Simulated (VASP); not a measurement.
# ZnCd2N2 (C2/m) in VASP: reference runs

How does ZnCd2N2 come out in PBE? The cell is run as given and disturbed.

Everything below comes from runs of VASP 6.6.1. Logs are shortened: lines on timing, memory, paths and dates and some standing lists are left out, and cuts for length are marked.

### Step 1. The crystal as given

It takes space group C2/m (No. 12, monoclinic). The conventional cell has a = 6.801 Å, b = 3.943 Å, c = 6.916 Å, α = 90.00°, β = 109.20°, γ = 90.00°. Around Cd (site symmetry m) lie 4 N at 2.29 to 2.54 Å. Around Zn (site symmetry 2/m) lie 2 N at 1.86 Å. N (site symmetry m) is surrounded by 1 Zn at 1.86 Å.

The cell comes from a database or a generator and needn't be the stable form of this composition.

### Step 2. Single point, PBE

Input file INCAR:

```
ALGO = Normal ; EDIFF = 1E-7
ENCUT = 520 ; GGA = PE
ISIF = 2 ; ISMEAR = -1
LASPH = True ; LCHARG = False
LREAL = False ; LWAVE = False
NBANDS = 31 ; NELM = 100
PREC = Accurate ; SIGMA = 0.05
```

Input file KPOINTS:

```
k-points
0
Gamma
  8 8 4
```

Input file POSCAR:

```
ZnCd2N2
1.0
    3.4006576366     -1.9714786562      0.0000000000
    3.4006576366      1.9714786562      0.0000000000
   -2.2745659112      0.0000000000      6.5310990563
Cd Zn N
2 1 2
Direct
    0.7249445000      0.7249445000      0.1725840000
    0.2750555000      0.2750555000      0.8274160000
    0.5000000000      0.5000000000      0.5000000000
    0.5948725000      0.5948725000      0.7843120000
    0.4051275000      0.4051275000      0.2156880000
```

Potentials or basis: VASP PAW PBE potentials, release 64 (Cd, Zn, N).

Launch:

```
$ cat potpaw_PBE.64/Cd/POTCAR potpaw_PBE.64/Zn/POTCAR potpaw_PBE.64/N/POTCAR > POTCAR
$ mpirun -np 1 vasp_std > vasp.out
```

OUTCAR:

```text
EDIFF = 1E-7
   ENCUT = 520
   GGA = PE
   ISIF = 2
   ISMEAR = -1
   LASPH = True
   LREAL = False
   NELM = 100
   PREC = Accurate

 ion  position               nearest neighbor table
   1  0.725  0.725  0.173-   5 2.29   5 2.29   5 2.29   4 2.54   3 3.12   3 3.12   3 3.12   2 3.20
                             2 3.20   2 3.20
   2  0.275  0.275  0.827-   4 2.29   4 2.29   4 2.29   5 2.54   3 3.12   3 3.12   3 3.12   1 3.20
                             1 3.20   1 3.20
   3  0.500  0.500  0.500-   4 1.86   5 1.86   2 3.12   2 3.12   1 3.12   1 3.12   1 3.12   2 3.12

   4  0.595  0.595  0.784-   3 1.86   2 2.29   2 2.29   2 2.29   1 2.54
   5  0.405  0.405  0.216-   3 1.86   1 2.29   1 2.29   1 2.29   2 2.54

  LATTYP: Found a base centered monoclinic cell.
 ALAT       =     6.8013152732
 B/A-ratio  =     0.5797345299
 C/A-ratio  =     1.0168392743
 COS(beta)  =    -0.3288919980

  Lattice vectors:

 A1 = (   3.4006576366,  -1.9714786562,   0.0000000000)
 A2 = (   3.4006576366,   1.9714786562,   0.0000000000)
 A3 = (  -2.2745659112,   0.0000000000,   6.5310990563)

Analysis of symmetry for initial positions (statically):
=====================================================================
 Subroutine PRICEL returns:
 Original cell was already a primitive cell.

 Routine SETGRP: Setting up the symmetry group for a
 base centered monoclinic supercell.

 Subroutine GETGRP returns: Found  4 space group operations
 (whereof  4 operations were pure point group operations)
 out of a pool of  4 trial point group operations.

The static configuration has the point symmetry C_2h.

Analysis of symmetry for dynamics (positions and initial velocities):
=====================================================================
 Subroutine PRICEL returns:
 Original cell was already a primitive cell.

 Routine SETGRP: Setting up the symmetry group for a
 base centered monoclinic supercell.

 Subroutine GETGRP returns: Found  4 space group operations
 (whereof  4 operations were pure point group operations)
 out of a pool of  4 trial point group operations.

The dynamic configuration has the point symmetry C_2h.

 Subroutine INISYM returns: Found  4 space group operations
 (whereof  4 operations are pure point group operations),
 and found     1 'primitive' translations

----------------------------------------------------------------------------------------

                                     Primitive cell

  volume of cell :      87.5732

  direct lattice vectors                    reciprocal lattice vectors
     3.400657637 -1.971478656  0.000000000     0.147030385 -0.253616745  0.051205823
     3.400657637  1.971478656  0.000000000     0.147030385  0.253616745  0.051205823
    -2.274565911  0.000000000  6.531099056     0.000000000  0.000000000  0.153113586

  length of vectors
     3.930801503  3.930801503  6.915844487     0.297592714  0.297592714  0.153113586

  position of ions in fractional coordinates (direct lattice)
     0.724944500  0.724944500  0.172584000
     0.275055500  0.275055500  0.827416000
     0.500000000  0.500000000  0.500000000
     0.594872500  0.594872500  0.784312000
     0.405127500  0.405127500  0.215688000

  ion indices of the primitive-cell ions
   primitive index   ion index
                 1           1
                 2           2
                 3           3
                 4           4
                 5           5

----------------------------------------------------------------------------------------

 KPOINTS: k-points

Automatic generation of k-mesh.
 Grid dimensions read from file:
 generate k-points for:    8    8    4

 Generating k-lattice:

  Cartesian coordinates                     Fractional coordinates (reciprocal lattice)
     0.018378798 -0.031702093  0.006400728     0.125000000  0.000000000  0.000000000
     0.018378798  0.031702093  0.006400728     0.000000000  0.125000000  0.000000000
     0.000000000  0.000000000  0.038278397     0.000000000  0.000000000  0.250000000

  Length of vectors
     0.037199089  0.037199089  0.038278397

  Shift w.r.t. Gamma in fractional coordinates (k-lattice)
     0.000000000  0.000000000  0.000000000

 Subroutine IBZKPT returns following result:
 ===========================================

 Found     78 irreducible k-points:

 Following reciprocal coordinates:
            Coordinates               Weight
  0.000000  0.000000  0.000000      1.000000
  0.125000  0.000000  0.000000      4.000000
  0.250000  0.000000  0.000000      4.000000
  0.375000  0.000000  0.000000      4.000000
  0.500000  0.000000  0.000000      2.000000
  0.125000  0.125000  0.000000      2.000000
[... 16 lines left out ...]
  0.125000  0.000000  0.250000      4.000000
  0.250000  0.000000  0.250000      4.000000
 [... further k-points ...]
   k-points           NKPTS =     78   k-points in BZ     NKDIM =     78   number of bands    NBANDS=     31
   number of dos      NEDOS =    301   number of ions     NIONS =      5
   total plane-waves  NPLWV =  48600
   dimension x,y,z NGX =    30 NGY =   30 NGZ =   54
   dimension x,y,z NGXF=    60 NGYF=   60 NGZF=  108
   ions per type =               2   1   2
   NGX,Y,Z   is equivalent  to a cutoff of  12.69, 12.69, 12.98 a.u.
   NGXF,Y,Z  is equivalent  to a cutoff of  25.38, 25.38, 25.96 a.u.
 SYSTEM =  unknown system
   PREC   = accura    normal or accurate (medium, high low for compatibility)
   ISTART =      0    job   : 0-new  1-cont  2-samecut
   ICHARG =      2    charge: 1-file 2-atom 10-const
   ISPIN  =      1    spin polarized calculation?
   LNONCOLLINEAR =      F non collinear calculations
   LSORBIT =      F    spin-orbit coupling
   LASPH  =      T    aspherical Exc in radial PAW
   ENCUT  =  520.0 eV  38.22 Ry    6.18 a.u.   7.31  7.31 12.86*2*pi/ulx,y,z
   NELM   =    100;   NELMIN=  2; NELMDL= -5     # of ELM steps
   EDIFF  = 0.1E-06   stopping-criterion for ELM
   LREAL  =      F    real-space projection
   EDIFFG = 0.1E-05   stopping-criterion for IOM
   NSW    =      0    number of steps for IOM
   IBRION =     -1    ionic relax: 0-MD 1-quasi-New 2-CG
   NFREE  =      0    steps in history (QN), initial steepest desc. (CG)
   ISIF   =      2    stress and relaxation
   ISYM   =      2    0-nonsym 1-usesym 2-fastsym
   POTIM  = 0.5000    time-step for ionic-motion
   TEBEG  =    0.0;   TEEND  =   0.0 temperature during run
   PSTRESS=    0.0 pullay stress
   NELECT =      46.0000    total number of electrons
   NUPDOWN=      -1.0000    fix difference up-down
   EMIN   =  10.00;   EMAX   =-10.00  energy-range for DOS
   EFERMI =   0.00;   METHOD = LEGACY
   ISMEAR =    -1;   SIGMA  =   0.05  broadening in eV -4-tet -1-fermi 0-gaus
   EFERMI_NEDOS =   21; number of points for ismear=-14 and -15
   IALGO  =     38    algorithm
   IMIX   =      4    mixing-type and parameters
     AMIX     =   0.40;   BMIX     =  1.00
     AMIX_MAG =   1.60;   BMIX_MAG =  1.00
  volume/ion in A,a.u.               =      17.51       118.19
  Fermi-wavevector in a.u.,A,eV,Ry     =   1.320901  2.496141 23.739175  1.744780
  Thomas-Fermi vector in A             =   2.450694
   LORBIT       =      0    0 simple, 1 ext, 2 COOP (PROOUT), +10 PAW based schemes
   GGA     = PE    functional components
   LHFCALC =     F    Hartree Fock is set to
   AEXX    =    0.0000 exact exchange contribution
   IVDW    =     0    specifies the selected vdW correction
   LEPSILON=     F    determine dielectric tensor
   LRPA    =     F    only Hartree local field effects (RPA)
 non-spin polarized calculation
  energy-cutoff  :      520.00
  volume of cell :       87.57
 maximum number of plane-waves:      2385
 NGX is ok and might be reduce to    30
   NGX = 15   NGY = 15   NGZ = 25

 number of electron      45.9999992 magnetization

 Free energy of the ion-electron system (eV)
  ---------------------------------------------------
  ext. energy  EPLUGINS =         0.00000000
  ---------------------------------------------------
  free energy    TOTEN  =       -17.31646299 eV

  energy without entropy =      -17.31438607  energy(sigma->0) =      -17.31542453

 E-fermi :   1.4991     XC(G=0): -10.0355

 val. band max:        1.4923680806   @ k =   0.0000   0.0000   0.5000
 cond. band min:       1.5115831766   @ k =   0.0000   0.0000   0.5000
 fundamental gap:      0.0192150960
 Fermi energy:         1.4990708621

 k-point     1 :       0.0000    0.0000    0.0000
  band No.  band energies     occupation
      1     -12.8036      2.00000
      2     -12.0852      2.00000
      3      -6.6250      2.00000
      4      -6.6197      2.00000
      5      -6.6064      2.00000
      6      -6.6050      2.00000
[... 23 lines left out ...]
     30       9.6439      0.00000
     31       9.6666      0.00000

 k-point     2 :       0.1250    0.0000    0.0000
  band No.  band energies     occupation
      1     -12.7550      2.00000
      2     -12.0578      2.00000
      3      -6.6304      2.00000
      4      -6.5749      2.00000
      5      -6.5516      2.00000
      6      -6.5418      2.00000
[... 23 lines left out ...]
     30       9.5462      0.00000
     31      10.0443      0.00000

 k-point     3 :       0.2500    0.0000    0.0000
  band No.  band energies     occupation
      1     -12.6369      2.00000
      2     -11.9929      2.00000
      3      -6.5716      2.00000
      4      -6.4913      2.00000
      5      -6.4470      2.00000
      6      -6.4093      2.00000
[... 23 lines left out ...]
     30       8.8704      0.00000
     31       9.1585      0.00000

 k-point     4 :       0.3750    0.0000    0.0000
  band No.  band energies     occupation
      1     -12.5181      2.00000
      2     -11.9301      2.00000
      3      -6.5751      2.00000
      4      -6.5083      2.00000
      5      -6.3901      2.00000
      6      -6.3689      2.00000
[... 635 lines left out ...]
     30       9.9113      0.00000
     31       9.9406      0.00000

 k-point    23 :       0.1250    0.0000    0.2500
  band No.  band energies     occupation
      1     -12.6574      2.00000
      2     -12.1753      2.00000
      3      -6.6989      2.00000
      4      -6.6348      2.00000
      5      -6.5727      2.00000
      6      -6.5043      2.00000
[... 23 lines left out ...]
     30       9.2903      0.00000
     31      10.0652      0.00000

 k-point    24 :       0.2500    0.0000    0.2500
  band No.  band energies     occupation
      1     -12.5453      2.00000
      2     -12.1013      2.00000
      3      -6.6881      2.00000
      4      -6.5919      2.00000
      5      -6.4961      2.00000
      6      -6.3864      2.00000
[... 23 lines left out ...]
     30       8.8486      0.00000
     31       9.5524      0.00000

 [... further k-points ...]
[... 5 lines left out ...]
  --------------------------------------------------------------------------------------
  -------------------------------------------------------------------------------------
  Total       -0.0466843     -0.0996986     -0.0651369      0.0000000      0.0000000      0.0023540
  in kB       -0.8541032     -1.8240143     -1.1916989      0.0000000      0.0000000      0.0430673
  external PRESSURE =      -1.2899388 kB  Pullay stress =       0.0000000 kB

 VOLUME and BASIS-vectors are now :
 -----------------------------------------------------------------------------
  energy-cutoff  :      520.00
  volume of cell :       87.57
      direct lattice vectors                 reciprocal lattice vectors
     3.400657637 -1.971478656  0.000000000     0.147030385 -0.253616745  0.051205823
     3.400657637  1.971478656  0.000000000     0.147030385  0.253616745  0.051205823
    -2.274565911  0.000000000  6.531099056     0.000000000  0.000000000  0.153113586

 POSITION                                       TOTAL-FORCE (eV/Angst)
 -----------------------------------------------------------------------------------
      4.53802      0.00000      1.12716        -0.008493      0.000000      0.006393
     -0.01127      0.00000      5.40394         0.008493      0.000000     -0.006393
      2.26337      0.00000      3.26555         0.000000     -0.000000      0.000000
      2.26195      0.00000      5.12242        -0.007185      0.000000     -0.008451
      2.26480      0.00000      1.40868         0.007185      0.000000      0.008451
 -----------------------------------------------------------------------------------
    total drift:                               -0.000000      0.000000      0.000000

  FREE ENERGIE OF THE ION-ELECTRON SYSTEM (eV)
  ---------------------------------------------------
  free  energy   TOTEN  =       -17.3164629925 eV

  energy  without entropy=      -17.3143860674  energy(sigma->0) =      -17.31542453
```

Wall time 4.4 min (1 thread of Intel Xeon Platinum 8488C (Sapphire Rapids), shared host); peak memory 0.34 GiB.

What came out:

```yaml
Free_energy: -17.3165 eV
Pressure: -0.1 GPa
Largest_force: 0.011 eV/Å
Band_gap_on_the_k_mesh: none (metal or under the smearing width)
```

Forces in eV/Å, atoms in the order of the input:
```
Cd  -0.008  0.000  0.006
Cd   0.008  0.000 -0.006
Zn   0.000  0.000  0.000
N   -0.007  0.000 -0.008
N    0.007  0.000  0.008
```

Stress tensor (GPa, compression positive):
```
-0.09  0.00  0.00
 0.00 -0.18  0.00
 0.00  0.00 -0.12
```

### Step 3. Single point, PBE (atoms moved at random, drawn with an rms of 0.05 Å)

Input file INCAR:

```
SYSTEM = ZnCd2N2
ALGO = Normal
EDIFF = 1E-7
ENCUT = 520
GGA = PE
ISIF = 2
ISMEAR = -1
LASPH = .TRUE.
LCHARG = .FALSE.
LREAL = .FALSE.
LWAVE = .FALSE.
NBANDS = 31
NELM = 80
PREC = Accurate
SIGMA = 0.05
```

Input file KPOINTS:

```
k-points
0
G
  8 8 4
  0 0 0
```

Input file POSCAR:

```
ZnCd2N2
1.0
    3.4006576366     -1.9714786562      0.0000000000
    3.4006576366      1.9714786562      0.0000000000
   -2.2745659112      0.0000000000      6.5310990563
Cd Zn N
2 1 2
Direct
    0.7190370000      0.7150800000      0.1739130000
    0.2920210000      0.2709630000      0.8309360000
    0.5097240000      0.4841070000      0.4927210000
    0.5846240000      0.6066930000      0.7878620000
    0.4073110000      0.3996650000      0.2197620000
```

Potentials or basis: VASP PAW PBE potentials, release 64 (Cd, Zn, N).

Launch:

```
$ cat potpaw_PBE.64/Cd/POTCAR potpaw_PBE.64/Zn/POTCAR potpaw_PBE.64/N/POTCAR > POTCAR
$ mpirun -np 1 vasp_std > vasp.out
```

Run time: 7.8 min. Hardware: 1 thread of Intel Xeon Platinum 8488C (Sapphire Rapids), shared host; peak memory 0.45 GiB.

The run converged. Its results:

```yaml
Free_energy: -17.2060 eV
Pressure: 0.5 GPa
Largest_force: 2.262 eV/Å
Band_gap_on_the_k_mesh: none (metal or under the smearing width)
```

Forces in eV/Å, atoms in the order of the input:
```
Cd   0.270 -0.073 -0.096
Cd  -0.194  0.361 -0.168
Zn  -0.017  0.155  2.256
N    0.123 -0.439 -0.787
N   -0.183 -0.004 -1.206
```

Stress tensor (GPa, compression positive):
```
 1.15  0.96 -0.02
 0.96 -0.91 -0.01
-0.02 -0.01  1.17
```

Levels at points of the mesh, in eV from the Fermi level:
```
           k point  band 20  band 21  band 22  band 23  band 24  band 25  band 26  band 27
(0.00, 0.00, 0.00)    -0.94    -0.62    -0.57    -0.44    -0.23     1.90     4.74     7.51
(0.50, 0.00, 0.00)    -2.78    -1.75    -1.61    -1.49     1.93     2.13     4.52     5.32
(0.00, 0.50, 0.00)    -2.95    -1.76    -1.71    -1.48     1.97     2.24     4.55     5.44
(0.50, 0.50, 0.00)    -2.62    -2.41    -2.25    -0.96     2.21     2.72     3.86     5.00
(0.00, 0.00, 0.50)    -0.97    -0.83    -0.07     0.05     0.83     1.39     4.24     6.41
(0.50, 0.00, 0.50)    -2.73    -2.34    -2.25    -0.94     2.22     2.73     3.82     5.06
(0.00, 0.50, 0.50)    -2.62    -2.31    -2.23    -0.94     2.12     2.67     3.85     5.11
(0.50, 0.50, 0.50)    -2.86    -1.82    -1.67    -1.49     1.87     2.20     4.61     5.30
```
